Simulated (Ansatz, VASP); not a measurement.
**AsAu3: VASP beside Ansatz**

```
CELL_PARAMETERS angstrom
0.00000 3.33454 3.33454
3.33454 0.00000 3.33454
3.33454 3.33454 0.00000
ATOMIC_POSITIONS crystal
As 0.00000 0.00000 0.00000
Au 0.50000 0.50000 0.50000
Au 0.25000 0.25000 0.25000
Au 0.75000 0.75000 0.75000
```

Alike in both runs: functional PBE; k mesh 9 × 9 × 9; occupations fermi-dirac, width 0.03 eV; no spin polarisation.

Ansatz relaxed the structure, and its values are those at the end. VASP's run is a single point on that final structure, the one shown.

```csv
,VASP,Ansatz
version,VASP 6.6.1,Ansatz 0.2.0
potentials or method,"VASP PAW PBE potentials, release 64 (As, Au)","PAW with Ansatz's default frozen-core files, scalar-relativistic"
plane-wave cutoff (eV),520,420
valence electrons in the cell,38,72
```

|  | VASP | Ansatz | Ansatz less VASP |
| --- | --- | --- | --- |
| pressure (GPa) | -0.2 | 0.0 | +0.18 |

The two sets of potentials don't hold the same shells in valence.

Spin-orbit coupling is left out, which matters for the levels of Au.
